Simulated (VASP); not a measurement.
Consider the following.

```
CELL_PARAMETERS angstrom
      0.00000     2.13236     2.13236
      2.13236     0.00000     2.13236
      2.13236     2.13236     0.00000
ATOMIC_POSITIONS crystal
  Mg 0.00000 0.00000 0.00000
  O  0.50000 0.50000 0.50000
```

Computed with optB88-vdW, VASP's PBE PAW potentials (set 64) (plane waves; VASP). Run with 520 eV cut-off, 11×11×11 Γ-centred mesh, Gaussian smearing of 0.050 eV, potentials Mg O.

### Question
Give the stress tensor in GPa (positive for a compressed cell).

### Answer

```
-4.46   0.00   0.00
 0.00  -4.46   0.00
 0.00   0.00  -4.46
```
The pressure is its mean diagonal, -4.46 GPa.

The compound is MgO in the rock salt structure. This cell is one point of a volume scan, at 1.03 of the reference volume.
